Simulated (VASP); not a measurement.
# Tl3S under changes of volume

One of the cells (28.993 Å³/atom); the others are scaled copies at fixed shape and fractional positions:

```
Tl S
1.0
    -2.36654    2.36654    5.17686
     2.36654   -2.36654    5.17686
     2.36654    2.36654   -5.17686
Tl S
3 1
Direct
  0.50000 0.50000 0.00000
  0.25000 0.75000 0.50000
  0.75000 0.25000 0.50000
  0.00000 0.00000 0.00000
```

The cell comes from a database or a generator and needn't be the stable form of this composition.

* Program: VASP 6.6.1
* Functional: PBE
* Potentials or basis: VASP PAW PBE potentials, release 64 (Tl_d, S)
* Cutoff: 520 eV
* k mesh: 8 × 8 × 8
* Occupations: fermi-dirac, width 0.05 eV
* Spin: no spin polarisation

```csv
volume (Å³/atom),energy over the lowest point (meV/atom),pressure (GPa)
26.719,11.54,2.3
27.288,4.65,1.5
27.856,0.65,0.7
28.993,0.00,-0.6
29.562,?,?
30.130,7.34,-1.6
```

Task: What does the run at 29.562 Å³/atom give?

Result: Energy over the lowest point 2.79 meV/atom; pressure -1.1 GPa.

Worked out: A Birch-Murnaghan fit of order 3 (a polynomial in V^(-2/3)) to the other rows has its minimum at 28.50 Å³/atom with B0 = V·E''(V) = 31 GPa and B' = 5.2 at fixed shape and positions, which overstates the stiffness. It gives 2.79 meV/atom at 29.562 Å³/atom, against the run's 2.79, and -dE/dV = -1.0 GPa, against -1.1.

Energies are extrapolated to zero smearing.
